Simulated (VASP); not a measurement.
Here is a VASP 6.6.1 calculation.

File INCAR:

```
  PREC = Accurate
  ENCUT = 520
  EDIFF = 1E-6
  ISMEAR = -1
  SIGMA = 0.05
  LREAL = False
  LASPH = True
  NELM = 100
  ALGO = Fast
  ISIF = 2
  LWAVE = False
  LCHARG = False
  GGA = PE
  NBANDS = 76
```

KPOINTS

```
regular mesh
0
Gamma
  2 3 3
```

File POSCAR:

```
Nb3In2
1.0
    7.3707020000     -0.3554860000     -0.7330520000
    0.1229950000      5.8782520000      0.1863150000
    0.9143510000      0.6793590000      5.0571260000
Nb In
6 4
Direct
    0.4268763984      0.7954570980      0.5167611027
    0.6870044505      0.9334077872      0.8757155971
    0.5382060523      0.2944991936      0.1783567200
    0.3104101073      0.2359953710      0.7502560293
    0.0570233635      0.6118866822      0.6848483553
    0.6904377343      0.4327298509      0.6354163807
    0.8393667876      0.0578207603      0.3541811352
    0.2599067096      0.7881096861      0.0511067901
    0.1630689453      0.2820948238      0.2621062871
    0.9124632012      0.6556248682      0.1925060256
```

Potentials or basis: VASP PAW PBE potentials, release 64 (Nb_sv, In_d).

Run with:

```sh
$ cat potpaw_PBE.64/Nb_sv/POTCAR potpaw_PBE.64/In_d/POTCAR > POTCAR
$ mpirun -np 1 vasp_std > vasp.out
```

(1) Estimate the pressure.

(2) Estimate the band gap on the k mesh.

(3) Estimate the largest force.

Answers

(1) -1.0 GPa.

(2) none (metal or under the smearing width).

(3) 2.120 eV/Å.

Caveat: the k mesh is coarse (spacing up to 0.43 Å⁻¹), so the values aren't converged.
